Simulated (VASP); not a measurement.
Input for VASP

File POSCAR:
```
Ni
1.0
  0.0000000000   1.7081934336   1.7081934336
  1.7081934336   0.0000000000   1.7081934336
  1.7081934336   1.7081934336   0.0000000000
Ni
1
direct
  0.0000000000   0.0000000000   0.0000000000
```

**KPOINTS**
```
Regular mesh
0
G
  18 18 18
0 0 0
```

**INCAR**
```
# general
SYSTEM   =  Ni
PREC     =  Accurate
ENCUT    =  500
LREAL    =  F
LASPH    =  T   # aspherical one-centre terms

# electronic loop
EDIFF    =  1E-6
NELM     =  100   # most electronic steps
ALGO     =  Normal
LMAXMIX  =  4   # l cut-off of mixed one-centre charges

# smearing
ISMEAR   =  1   # Methfessel-Paxton
SIGMA    =  0.1

# functional
GGA      =  PS   # PBEsol

# spin
ISPIN    =  2
MAGMOM   =  0.6

# ions
IBRION   =  2
NSW      =  40   # most ionic steps
ISIF     =  3
EDIFFG   =  -0.02
PSTRESS  =  200

# output
LWAVE    =  F
LCHARG   =  F
LORBIT   =  10
```

POTCAR, in this order: Ni (PBE.64 set). Program: vasp_std.

Problem. Translate this PBEsol calculation to Quantum ESPRESSO's pw.x.

Solution. One equivalent input (not run):
```
&CONTROL
  calculation = 'vc-relax'
  pseudo_dir = './pseudo'
  outdir = './out'
  tprnfor = .true.
  tstress = .true.
  nstep = 40
  forc_conv_thr = 0.00078
/
&SYSTEM
  ibrav = 0
  nat = 1
  ntyp = 1
  ecutwfc = 98
  occupations = 'smearing'
  smearing = 'methfessel-paxton'
  degauss = 0.00735
  input_dft = 'pbesol'
  nspin = 2
  starting_magnetization(1) = 0.06
/
&ELECTRONS
  conv_thr = 7.3e-08
  electron_maxstep = 100
/
&IONS
/
&CELL
  press = 200
/
ATOMIC_SPECIES
  Ni 58.693 Ni.upf
CELL_PARAMETERS angstrom
     0.0000000    1.7081934    1.7081934
     1.7081934    0.0000000    1.7081934
     1.7081934    1.7081934    0.0000000
ATOMIC_POSITIONS crystal
  Ni   0.0000000  0.0000000  0.0000000
K_POINTS automatic
  18 18 18 0 0 0
```
What does not carry over: the potentials are each code's own (VASP's PAW set, PseudoDojo norm-conserving files in pw.x), so ENCUT and ecutwfc are chosen apart and not converted; conv_thr bounds pw.x's estimated SCF error, while EDIFF bounds the energy change between steps; starting_magnetization is a fraction of the valence charge and MAGMOM a moment in μB, so they match only roughly; forc_conv_thr acts on force components and is met together with etot_conv_thr.

The compound is Ni in the fcc structure. This run relaxes it under an external pressure of 20 GPa. Symmetry was kept, so distortions that lower it aren't found.
